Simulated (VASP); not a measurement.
Energy against volume of KTaO3 (cubic perovskite). Computed with PW91 GGA, VASP's PBE PAW potentials (set 64) (plane waves; VASP). Run with 520 eV cut-off, 6×6×6 Γ-centred mesh, Gaussian smearing of 0.050 eV, potentials K_sv Ta_pv O.

| V (Å³/atom) | E (eV/atom) |
|---|---|
| 12.692 | -8.24765 |
| 13.084 | -8.25534 |
| 13.477 | -8.24910 |
| 13.869 | -8.23100 |

### Question
Fit these four points and predict the energy of the run at 12.299 Å³/atom.

### Answer
A cubic in V^(−2/3), the third-order Birch-Murnaghan form, passes through the four points with V0 = 13.09 Å³/atom and B0 = 189 GPa, and gives -8.2236 eV/atom there. The run gave -8.2234 eV/atom, +0.2 meV/atom from the fit; all five points give B0 = 189 GPa.

The compound is KTaO3 in the cubic perovskite structure. It was relaxed first.
